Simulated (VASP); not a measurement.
Level of theory: rev-vdW-DF2, VASP's PBE PAW potentials (set 64) (plane waves; VASP).

Input for VASP

**INCAR**
```
AGGAC = 0.0
ALGO = Normal
EDIFF = 1E-7
ENCUT = 520
GGA = MK
ISIF = 2
ISMEAR = 0
LASPH = .TRUE.
LCHARG = .FALSE.
LMAXMIX = 6
LREAL = .FALSE.
LUSE_VDW = .TRUE.
LWAVE = .FALSE.
NELM = 100
PARAM1 = 0.1234568
PARAM2 = 0.7114
PREC = Accurate
SIGMA = 0.05
SYSTEM = BaHfO3
ZAB_VDW = -1.8867
```

**POSCAR**
```
BaHfO3
1
    4.0925991606     0.0000000000     0.0000000000
    0.0000000000     4.0925991606     0.0000000000
    0.0000000000     0.0000000000     4.0925991606
Ba Hf O
1 1 3
Direct
  0.0000000000   0.0000000000   0.0000000000
  0.5000000000   0.5000000000   0.5000000000
  0.5000000000   0.0000000000   0.5000000000
  0.0000000000   0.5000000000   0.5000000000
  0.5000000000   0.5000000000   0.0000000000
```

### KPOINTS
```
Automatic mesh
0
Gamma
5 5 5
0 0 0
```

POTCAR, in this order: Ba_sv Hf_pv O (PBE.64 set). Program: vasp_std.

Output

**OSZICAR**
```
       N       E                     dE             d eps       ncg     rms          rms(c)
DAV:   1     0.237138972789E+03    0.23714E+03   -0.21445E+04   460   0.162E+03
DAV:   2    -0.320621897715E+02   -0.26920E+03   -0.26173E+03   627   0.350E+02
DAV:   3    -0.427787422848E+02   -0.10717E+02   -0.10706E+02   599   0.703E+01
DAV:   4    -0.429463093265E+02   -0.16757E+00   -0.16754E+00   667   0.786E+00
DAV:   5    -0.429482628269E+02   -0.19535E-02   -0.19535E-02   606   0.634E-01    0.680E+01
DAV:   6    -0.360722154896E+02    0.68760E+01   -0.41043E+01   516   0.392E+01    0.583E+01
DAV:   7    -0.359778129068E+02    0.94403E-01   -0.21925E+00   610   0.103E+01    0.342E+01
DAV:   8    -0.359589302180E+02    0.18883E-01   -0.19656E-01   589   0.409E+00    0.479E+00
DAV:   9    -0.359490786336E+02    0.98516E-02   -0.64504E-02   579   0.164E+00    0.171E+00
DAV:  10    -0.359487503164E+02    0.32832E-03   -0.82093E-03   559   0.628E-01    0.520E-01
DAV:  11    -0.359486506694E+02    0.99647E-04   -0.67254E-04   579   0.184E-01    0.102E-01
DAV:  12    -0.359486677826E+02   -0.17113E-04   -0.50803E-05   618   0.522E-02    0.127E-01
DAV:  13    -0.359486703863E+02   -0.26038E-05   -0.58734E-06   634   0.174E-02    0.463E-03
DAV:  14    -0.359486703466E+02    0.39766E-07   -0.28820E-07   585   0.384E-03
   1 F= -.35948670E+02 E0= -.35948670E+02  d E =-.206152E-13
```

### OUTCAR
```
------------------------ aborting loop because EDIFF is reached ----------------------------------------
  FORCE on cell =-STRESS in cart. coord.  units (eV):
  Direction    XX          YY          ZZ          XY          YZ          ZX
  --------------------------------------------------------------------------------------
  Total        5.1069185      5.1069185      5.1069185     -0.0000000     -0.0000000     -0.0000000
  in kB      119.3635920    119.3635920    119.3635920     -0.0000000     -0.0000000     -0.0000000
  external PRESSURE =     119.3635920 kB  Pullay stress =       0.0000000 kB
  volume of cell :       68.55
      direct lattice vectors                 reciprocal lattice vectors
     4.092599161  0.000000000  0.000000000     0.244343499  0.000000000  0.000000000
     0.000000000  4.092599161  0.000000000     0.000000000  0.244343499  0.000000000
     0.000000000  0.000000000  4.092599161     0.000000000  0.000000000  0.244343499
 POSITION                                       TOTAL-FORCE (eV/Angst)
 -----------------------------------------------------------------------------------
      0.00000      0.00000      0.00000         0.000000      0.000000      0.000000
      2.04630      2.04630      2.04630         0.000000      0.000000      0.000000
      2.04630      0.00000      2.04630         0.000000      0.000000      0.000000
      0.00000      2.04630      2.04630         0.000000      0.000000      0.000000
      2.04630      2.04630      0.00000         0.000000      0.000000      0.000000
 -----------------------------------------------------------------------------------
    total drift:                                0.000000      0.000000     -0.000000
  FREE ENERGIE OF THE ION-ELECTRON SYSTEM (eV)
  ---------------------------------------------------
  free  energy   TOTEN  =       -35.9486703466 eV

  energy  without entropy=      -35.9486703466  energy(sigma->0) =      -35.94867035
```
(Selected blocks of OUTCAR.)

The compound is BaHfO3 in the cubic perovskite structure. This cell is one point of a volume scan, at 0.94 of the reference volume.
